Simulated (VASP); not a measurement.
An input for Quantum ESPRESSO's pw.x (written as the equivalent of a VASP run, and not itself run):

```
&CONTROL
  calculation = 'vc-relax'
  pseudo_dir = './pseudo'
  outdir = './out'
  tprnfor = .true.
  tstress = .true.
  nstep = 30
  forc_conv_thr = 0.00039
/
&SYSTEM
  ibrav = 0
  nat = 3
  ntyp = 2
  ecutwfc = 66
  occupations = 'smearing'
  smearing = 'gaussian'
  degauss = 0.003675
  input_dft = 'vdw-df-ob86'
/
&ELECTRONS
  conv_thr = 7.3e-09
  electron_maxstep = 100
/
&IONS
/
&CELL
  cell_dofree = 'shape'
/
ATOMIC_SPECIES
  Zr 91.224 Zr.upf
  S 32.060 S.upf
CELL_PARAMETERS angstrom
     1.7914370   -3.1028600    0.0000000
     1.7914370    3.1028600    0.0000000
     0.0000000    0.0000000    5.7069170
ATOMIC_POSITIONS crystal
  Zr   0.0000000  0.0000000  0.0000000
  S    0.3333330  0.6666670  0.2501100
  S    0.6666670  0.3333330  0.7498900
K_POINTS automatic
  7 7 4 0 0 0
```

### Question
Write the VASP files for the same calculation (optB86b-vdW).

### Answer
One answer among several that fit: 
### POSCAR
```
ZrS2
1.0
  1.7914370438  -3.1028600001   0.0000000000
  1.7914370438   3.1028600001   0.0000000000
  0.0000000000   0.0000000000   5.7069170461
Zr S
1 2
Cartesian
  0.0000000000   0.0000000000   0.0000000000
  1.7914370438   1.0342887353   1.4273567741
  1.7914370438  -1.0342887353   4.2795602720
```

### INCAR
```
! general
SYSTEM    =  ZrS2
PREC      =  Accurate
ENCUT     =  520
LREAL     =  .FALSE.
LASPH     =  .TRUE.

! electronic loop
EDIFF     =  1E-7
NELM      =  100
ALGO      =  Normal
LMAXMIX   =  4

! smearing
ISMEAR    =  0
SIGMA     =  0.05

! functional
GGA       =  MK
LUSE_VDW  =  .TRUE.
AGGAC     =  0.0
PARAM1    =  0.1234
PARAM2    =  1.0

! ions
IBRION    =  2
NSW       =  30
ISIF      =  4
EDIFFG    =  -0.01

! output
LWAVE     =  .FALSE.
LCHARG    =  .FALSE.
```

**KPOINTS**
```
Automatic
0
Gamma
  7 7 4
```

POTCAR, in this order: Zr_sv S (PBE.64 set). Program: vasp_std.

Limits of the translation: the potentials are each code's own (VASP's PAW set, PseudoDojo norm-conserving files in pw.x), so ENCUT and ecutwfc are chosen apart and not converted; conv_thr bounds pw.x's estimated SCF error, while EDIFF bounds the energy change between steps; forc_conv_thr acts on force components and is met together with etot_conv_thr.

The compound is ZrS2 in the 1T layered structure. This cell is one point of a volume scan, at 0.94 of the reference volume. Symmetry was kept, so distortions that lower it aren't found.
